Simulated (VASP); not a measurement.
Wanted: the native input for a VASP 6.6.1 run.

| Item | Value |
| --- | --- |
| Task | Born charges and dielectric tensor |
| Functional | PBE |
| Potentials or basis | VASP PAW PBE potentials, release 64 (Si, W_sv, C) |
| Cutoff | 520 eV |
| k mesh | 10 × 10 × 4 |
| Occupations | gaussian, width 0.02 eV |
| Spin | no spin polarisation |
| Further INCAR settings | ALGO = Normal; EDIFF = 1e-08 |

The structure of Si2WC3 lies in POSCAR:

```
Si2WC3
1.0
    3.0146260000      0.0000000000      0.0000000000
   -1.5073130000      2.6107430000      0.0000000000
    0.0000000000      0.0000000000      8.0921400000
Si W C
2 1 3
Direct
    0.0000000000      0.0000000000      0.8979010000
    0.3333330000      0.6666670000      0.5832590000
    0.0000000000      0.0000000000      0.2031560000
    0.3333330000      0.6666670000      0.0027220000
    0.0000000000      0.0000000000      0.6705840000
    0.3333330000      0.6666670000      0.3573680000
```

The cell was built by a generator and needn't be a form met in nature.

One way to write it, as run:

INCAR

```
SYSTEM = Si2WC3
PREC = Accurate
ENCUT = 520
EDIFF = 1E-8
ISMEAR = 0
SIGMA = 0.02
LREAL = .False.
LASPH = .True.
NELM = 60
ALGO = Normal
ISIF = 2
LWAVE = .False.
LCHARG = .False.
GGA = PE
LEPSILON = .True.
KPAR = 4
```

KPOINTS

```
regular mesh
0
Gamma
  10 10 4
  0 0 0
```

Potentials or basis: VASP PAW PBE potentials, release 64 (Si, W_sv, C).

The run is started by

```console
$ cat potpaw_PBE.64/Si/POTCAR potpaw_PBE.64/W_sv/POTCAR potpaw_PBE.64/C/POTCAR > POTCAR
$ mpirun -np 4 vasp_std > vasp.out
```

It gave:

- Band gap on the k mesh: 0.83 eV, indirect (least direct gap 1.49 eV)
- Electronic dielectric tensor (diagonal): 14.36, 14.36, 13.31
- Born charges (mean of the diagonal): Si +2.94, +3.02; W -0.08; C -2.19, -2.82, -0.87 e

Caveat: spin-orbit coupling is left out, which moves the levels of the heavy elements.

Wall time 7.9 min on 4 MPI ranks on AMD EPYC 7R13 Processor (Zen 3), on a shared host, peak memory 0.71 GiB a rank.
